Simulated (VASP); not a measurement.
# NbCd3: structure and properties in VASP, part 3 of 3

Wanted: the relaxed cell of NbCd3 and its properties. The start is a cell from a database of measured crystal structures.

VASP 6.6.1; LDA; plane waves and PAW (Nb_sv, Cd).

Still holding for the runs below: This run has no spin polarisation. Its electron count is odd, so without a moment it is a metal by construction.

So far. Step 4 (Density, ELF and potential (LDA)): In this run the pressure is -0.02 GPa, small enough to go on. Step 5 (Bands along the symmetry lines (LDA)): There is no gap at this level. The relaxed cell has a = 4.185 Å (conventional setting).

### 6. Total and projected DOS (LDA)

Here the states are counted by energy and projected on the atoms. The mesh is finer than in the run before.

Contents of INCAR:

```
SYSTEM = NbCd3
PREC = Accurate
ENCUT = 400
EDIFF = 1E-06
NELM = 100
ISMEAR = -5
SIGMA = 0.2
LREAL = .FALSE.
ALGO = Normal
GGA = CA
NBANDS = 38
LASPH = .TRUE.
LORBIT = 11
LWAVE = .FALSE.
LCHARG = .FALSE.
KPAR = 4
NEDOS = 2001
```

Contents of POSCAR:

```
NbCd3
1.0
    4.1851611300      0.0000000000      0.0000000000
    0.0000000000      4.1851611300      0.0000000000
    0.0000000000      0.0000000000      4.1851611300
Nb Cd
1 3
Direct
    0.0000000000      0.0000000000      0.0000000000
    0.0000000000      0.5000000000      0.5000000000
    0.5000000000      0.0000000000      0.5000000000
    0.5000000000      0.5000000000      0.0000000000
```

Contents of KPOINTS:

```
Automatic mesh
0
Gamma
8 8 8
0 0 0
```

PAW data sets: Nb_sv and Cd (LDA family, release 64).

Launch:

```sh
mpirun -np 4 vasp_std
```

Output:

```text
[... set-up lines as in an earlier step ...]
 entering main loop
       N       E                     dE             d eps       ncg     rms          rms(c)
DAV:   1     0.424304037020E+03    0.42430E+03   -0.21619E+04  2660   0.110E+03
DAV:   2    -0.618998840546E-01   -0.42437E+03   -0.40479E+03  2876   0.391E+02
DAV:   3    -0.157962348925E+02   -0.15734E+02   -0.15384E+02  3552   0.803E+01
DAV:   4    -0.163614040462E+02   -0.56517E+00   -0.55914E+00  4032   0.117E+01
DAV:   5    -0.163694564271E+02   -0.80524E-02   -0.80471E-02  3312   0.133E+00    0.106E+01
DAV:   6    -0.156092830643E+02    0.76017E+00   -0.13089E+00  3560   0.999E+00    0.668E+00
DAV:   7    -0.155042633261E+02    0.10502E+00   -0.17699E-01  3116   0.286E+00    0.380E+00
DAV:   8    -0.154884789991E+02    0.15784E-01   -0.57386E-02  3762   0.194E+00    0.532E-01
DAV:   9    -0.154849594197E+02    0.35196E-02   -0.61077E-03  3506   0.597E-01    0.187E-01
DAV:  10    -0.154848970763E+02    0.62343E-04   -0.80874E-04  3140   0.171E-01    0.303E-02
DAV:  11    -0.154848813887E+02    0.15688E-04   -0.44227E-05  3172   0.489E-02    0.158E-02
DAV:  12    -0.154848833986E+02   -0.20099E-05   -0.41874E-06  3388   0.151E-02    0.584E-03
DAV:  13    -0.154848825334E+02    0.86517E-06   -0.29029E-07  1816   0.386E-03
   1 F= -.15484883E+02 E0= -.15484883E+02  d E =0.000000E+00
 -----------------------------------------------------------------------------
|                                                                             |
|           W    W    AA    RRRRR   N    N  II  N    N   GGGG   !!!           |
|           W    W   A  A   R    R  NN   N  II  NN   N  G    G  !!!           |
|           W    W  A    A  R    R  N N  N  II  N N  N  G       !!!           |
|           W WW W  AAAAAA  RRRRR   N  N N  II  N  N N  G  GGG   !            |
|           WW  WW  A    A  R   R   N   NN  II  N   NN  G    G                |
|           W    W  A    A  R    R  N    N  II  N    N   GGGG   !!!           |
|                                                                             |
|     Tetrahedron method does not include variations of the Fermi             |
|     occupations, so forces and stress will be inaccurate. We suggest        |
|     using a different smearing scheme ISMEAR = 1 or 2 for metals in         |
|     relaxations.                                                            |
|                                                                             |
 -----------------------------------------------------------------------------
```

Elapsed: 40 s, on 4 MPI ranks of AMD EPYC 7R43, shared host; peak memory 0.59 GiB; 2.6 min of CPU time.

OUTCAR, selected parts (step 6):

```text
   k-points           NKPTS =     35   k-points in BZ     NKDIM =     35   number of bands    NBANDS=     38

   NELECT =      49.0000    total number of electrons

 E-fermi :   5.2461

 k-point     1 :       0.0000    0.0000    0.0000
  band No.  band energies     occupation
    ...
     19      -2.2610      2.00000
     20      -2.2610      2.00000
     21       4.3235      2.00000
     22       4.3235      2.00000
     23       5.4378      0.95658
     24       5.4378     -0.13090
     25       5.4378      0.00000
     26       6.5973      0.00000
     27       6.5973      0.00000
     28       6.5973      0.00000
    ...

  Total       -0.0322963     -0.0322963     -0.0322963     -0.0000000      0.0000000     -0.0000000
  in kB       -0.7058733     -0.7058733     -0.7058733     -0.0000000      0.0000000     -0.0000000
  external PRESSURE =      -0.7058733 kB  Pullay stress =       0.0000000 kB

  FREE ENERGIE OF THE ION-ELECTRON SYSTEM (eV)
  ---------------------------------------------------
  free  energy   TOTEN  =       -15.4848825334 eV

  energy  without entropy=      -15.4848825334  energy(sigma->0) =      -15.48488253

[... 7 parts as in an earlier step ...]

[... 10 further parts left out ...]
```

With tetrahedra the forces and stress of a metal are not exact derivatives of the energy.

This step gave:

```yaml
electronic_steps: 13
irreducible_k_points: 35
free_energy_toten: -15.48 eV
fermi_energy: 5.246 eV
pressure: -0.07059 GPa
dos_at_the_fermi_level: 1.491 states/eV/cell
```

The density of states has structure finer than the step of the table below, so its rows give means over 0.5 eV, whole bins alone (the curve runs from -12.0 to 3.94 eV). Peaks (eV: height): total -9.01: 18.7, -8.86: 19.0, -8.41: 30.3, -7.65: 10.9; Nb d -0.83: 2.19, 1.21: 4.58, 2.04: 1.53; Cd p -1.59: 0.347, -0.83: 0.730, 1.21: 0.271, 2.12: 0.295; Cd s -8.63: 0.324, -8.33: 0.283, -6.29: 0.265, -2.50: 0.471; Cd d -9.01: 16.6, -8.86: 17.3, -8.41: 28.1, -7.65: 10.4.

States under -12.0 eV and over 3.9 eV are left out. Density of states against energy, zero at the Fermi level; means over each step; values in states/eV/cell:

| energy (eV) | total | Nb d | Cd p | Cd s | Cd d |
| --- | --- | --- | --- | --- | --- |
| -10.5 | 0 | 0 | 0 | 0 | 0 |
| -10.0 | 0.0236 | 0 | 4.3e-5 | 7.7e-4 | 0.0193 |
| -9.5 | 6.08 | 0.0161 | 0.0150 | 0.0792 | 5.32 |
| -9.0 | 17.2 | 0.0593 | 0.0629 | 0.130 | 15.3 |
| -8.5 | 20.3 | 0.0775 | 0.0626 | 0.191 | 18.5 |
| -8.0 | 13.2 | 0.0178 | 0.0432 | 0.112 | 12.4 |
| -7.5 | 3.94 | 0.00180 | 0.0174 | 0.132 | 3.51 |
| -7.0 | 0.606 | 0.00439 | 0.0248 | 0.167 | 0.140 |
| -6.5 | 0.733 | 0.0113 | 0.0411 | 0.230 | 0.0845 |
| -6.0 | 0.790 | 0.0242 | 0.0572 | 0.242 | 0.0707 |
| -5.5 | 0.746 | 0.0351 | 0.0701 | 0.208 | 0.0527 |
| -5.0 | 0.607 | 0.0267 | 0.0658 | 0.149 | 0.0455 |
| -4.5 | 0.706 | 0.0341 | 0.0833 | 0.155 | 0.0555 |
| -4.0 | 1.06 | 0.0665 | 0.135 | 0.209 | 0.0820 |
| -3.5 | 0.897 | 0.0658 | 0.114 | 0.176 | 0.0735 |
| -3.0 | 1.14 | 0.0995 | 0.115 | 0.264 | 0.120 |
| -2.5 | 1.79 | 0.250 | 0.151 | 0.412 | 0.205 |
| -2.0 | 1.55 | 0.305 | 0.182 | 0.233 | 0.132 |
| -1.5 | 2.14 | 0.565 | 0.285 | 0.178 | 0.152 |
| -1.0 | 3.94 | 1.39 | 0.574 | 0.0767 | 0.212 |
| -0.5 | 3.55 | 1.58 | 0.446 | 0.0342 | 0.174 |
| 0.0 | 1.59 | 0.798 | 0.165 | 0.0141 | 0.0841 |
| 0.5 | 1.26 | 0.677 | 0.108 | 0.0100 | 0.0769 |
| 1.0 | 2.43 | 1.52 | 0.130 | 0.0156 | 0.0923 |
| 1.5 | 2.39 | 1.50 | 0.133 | 0.0133 | 0.0944 |
| 2.0 | 2.73 | 1.31 | 0.249 | 0.0471 | 0.190 |
| 2.5 | 2.00 | 0.831 | 0.231 | 0.0611 | 0.139 |
| 3.0 | 1.69 | 0.565 | 0.222 | 0.139 | 0.111 |
| 3.5 | 0.800 | 0.191 | 0.103 | 0.137 | 0.0477 |

The finer mesh and the other smearing move the Fermi level by -0.02 eV from the 6×6×6 run, a small shift, which tests the Fermi level alone. Of the states within 0.3 eV of the Fermi level, the largest shares in the PAW spheres are Nb d 50 %, Cd p 10 % and Cd d 5 %. The rest lies in smaller channels or between the spheres.

### 7. Independent-particle dielectric function (LDA)

LOPTICS sums transitions from filled to empty bands. NBANDS is raised for it.

Contents of INCAR:

```
SYSTEM = NbCd3
PREC = Accurate
ENCUT = 400
EDIFF = 1E-06
NELM = 100
ISMEAR = 1
SIGMA = 0.2
LREAL = .FALSE.
ALGO = Normal
GGA = CA
NBANDS = 56
LASPH = .TRUE.
LORBIT = 11
LWAVE = .FALSE.
LCHARG = .FALSE.
KPAR = 4
LOPTICS = .TRUE.
NEDOS = 1500
CSHIFT = 0.1
```

POSCAR is that of step 6.

KPOINTS is that of step 6.

Launch:

```sh
mpirun -np 4 vasp_std
```

Output:

```text
[... set-up lines as in an earlier step ...]
 entering main loop
       N       E                     dE             d eps       ncg     rms          rms(c)
DAV:   1     0.472269691345E+03    0.47227E+03   -0.19429E+04  3920   0.746E+02
DAV:   2     0.577986341435E+01   -0.46649E+03   -0.42386E+03  4096   0.284E+02
DAV:   3    -0.157990665075E+02   -0.21579E+02   -0.21218E+02  4928   0.717E+01
DAV:   4    -0.163607876102E+02   -0.56172E+00   -0.55679E+00  5736   0.916E+00
DAV:   5    -0.163697536370E+02   -0.89660E-02   -0.89653E-02  4736   0.112E+00    0.106E+01
DAV:   6    -0.156108331022E+02    0.75892E+00   -0.72923E-01  5616   0.678E+00    0.669E+00
DAV:   7    -0.155067849882E+02    0.10405E+00   -0.10544E-01  4616   0.202E+00    0.388E+00
DAV:   8    -0.154885186269E+02    0.18266E-01   -0.43708E-02  5824   0.135E+00    0.559E-01
DAV:   9    -0.154850823636E+02    0.34363E-02   -0.53900E-03  5184   0.435E-01    0.180E-01
DAV:  10    -0.154849994487E+02    0.82915E-04   -0.54046E-04  4624   0.114E-01    0.430E-02
DAV:  11    -0.154849843462E+02    0.15102E-04   -0.24290E-05  4800   0.270E-02    0.209E-02
DAV:  12    -0.154849842080E+02    0.13818E-06   -0.32112E-06  5120   0.918E-03
   1 F= -.15484984E+02 E0= -.15484364E+02  d E =-.185927E-02
 optical routines
 imaginary and real dielectric function
 recalculating local potential from charge density
 direction            1
 direction            2
 direction            3
```

Elapsed: 52 s, on 4 MPI ranks; peak memory 1 GiB; 3.3 min of CPU time.

From OUTCAR (step 7):

```text
   k-points           NKPTS =     35   k-points in BZ     NKDIM =     35   number of bands    NBANDS=     56

   NELECT =      49.0000    total number of electrons

 E-fermi :   5.2311

 k-point     1 :       0.0000    0.0000    0.0000
  band No.  band energies     occupation
    ...
     18      -2.2597      2.00000
     19      -2.2597      2.00000
     20      -2.2597      2.00000
     21       4.3238      2.00000
     22       4.3238      2.00000
     23       5.4381     -0.05679
     24       5.4381     -0.05679
     25       5.4381     -0.05679
     26       6.5988     -0.00000
     27       6.5988     -0.00000
    ...

  Total       -0.0100696     -0.0100696     -0.0100696      0.0000000      0.0000000      0.0000000
  in kB       -0.2200838     -0.2200838     -0.2200838      0.0000000      0.0000000      0.0000000
  external PRESSURE =      -0.2200838 kB  Pullay stress =       0.0000000 kB

  FREE ENERGIE OF THE ION-ELECTRON SYSTEM (eV)
  ---------------------------------------------------
  free  energy   TOTEN  =       -15.4849842080 eV

  energy  without entropy=      -15.4831249357  energy(sigma->0) =      -15.48436445

 plasma frequency squared (from intraband transitions) (eV^2)
  --------------------------------------------------------------------------------------
      16.396      -0.000       0.000
      -0.000      16.396      -0.000
       0.000       0.000      16.396

[... 8 parts as in an earlier step ...]

[... 9 further parts left out ...]
```

These are independent-particle spectra without excitons or local fields, and fine structure depends on the mesh and on CSHIFT. The intraband (Drude) part is not in this spectrum.

Numbers from this step:

```
electronic steps        : 12
bands                   : 56
energy at zero smearing : -15.48 eV
Fermi energy            : 5.231 eV
pressure                : -0.02201 GPa
```

The imaginary dielectric function, xx has structure finer than the step of the table below, so its rows give means over 1 eV, whole bins alone (the curve runs from 0 to 24.9 eV). Peaks (eV: height): 0.7: 23.3, 2.3: 17.4, 4.4: 19.2.

Table of imaginary dielectric function, xx by photon energy; means over each step:

| photon energy (eV) | imaginary dielectric function, xx |
| --- | --- |
| 1 | 20.5 |
| 2 | 14.9 |
| 3 | 10.7 |
| 4 | 14.0 |
| 5 | 16.5 |
| 6 | 7.20 |
| 7 | 2.84 |
| 8 | 1.96 |
| 9 | 1.54 |
| 10 | 1.46 |
| 11 | 1.05 |
| 12 | 1.07 |
| 13 | 0.954 |
| 14 | 0.947 |
| 15 | 0.910 |
| 16 | 0.914 |
| 17 | 0.901 |
| 18 | 0.919 |
| 19 | 0.764 |
| 20 | 0.739 |
| 21 | 0.615 |
| 22 | 0.799 |
| 23 | 0.950 |
| 24 | 0.707 |

Table of real dielectric function, xx by photon energy:

| photon energy (eV) | real dielectric function, xx |
| --- | --- |
| 0 | 50.8 |
| 1 | 15.7 |
| 2 | 11.8 |
| 3 | 4.68 |
| 4 | 9.56 |
| 5 | -3.81 |
| 6 | -6.31 |
| 7 | -4.37 |
| 8 | -1.96 |
| 9 | -1.15 |
| 10 | -0.740 |
| 11 | -0.441 |
| 12 | 0.0864 |
| 13 | 0.00191 |
| 14 | 0.452 |
| 15 | 0.475 |
| 16 | 0.400 |
| 17 | 0.561 |
| 18 | 0.468 |
| 19 | 0.446 |
| 20 | 0.444 |
| 21 | 0.621 |
| 22 | 0.920 |
| 23 | 0.505 |
| 24 | 0.510 |

### 8. Outcome

| Item | Value |
| --- | --- |
| relaxed volume | 18.33 Å³/atom |
| relaxed conventional cell a, b, c | 4.185, 4.185, 4.185 Å |
| space group after relaxing, within 0.02 Å | Pm-3m (No. 221) |
| band gap | none, a metal |
| DOS at the Fermi level | 1.49 states/eV/cell |

What this shows: With LDA, NbCd3 relaxes to 18.33 Å³/atom in space group Pm-3m (held by the symmetry of the run) and comes out as a metal. Against the listed cell the volume lies -2.1 %. Bands along the symmetry lines (LDA): Of the bands kept, 4 cross the Fermi level on this path. Spin-orbit coupling is left out; it would split some degenerate bands. The k-sampling is coarse for a metal, so the Fermi level, pressures and the shape of the cell carry errors. With an odd electron count and no spin the cell is a metal by construction. No search among competing phases was made, and a listed structure need not be the one stable at ambient conditions. All values are for a static lattice at zero temperature.

[Lines on the potential files, build, host, timing and source positions are cut from VASP's logs without a mark.]

[Logs are printed without paths, hosts, clocks, repeated set-up lines and the standing remarks that a program may print on its own settings, such as how far it seeks lower states.]

[Hosts, paths, dates, database ids (printed as entryN), source tags and the programs' standing remarks are cut or masked in the printed files.]

[A measured line is paired with the nearest computed mode of its activity, which favours agreement.]
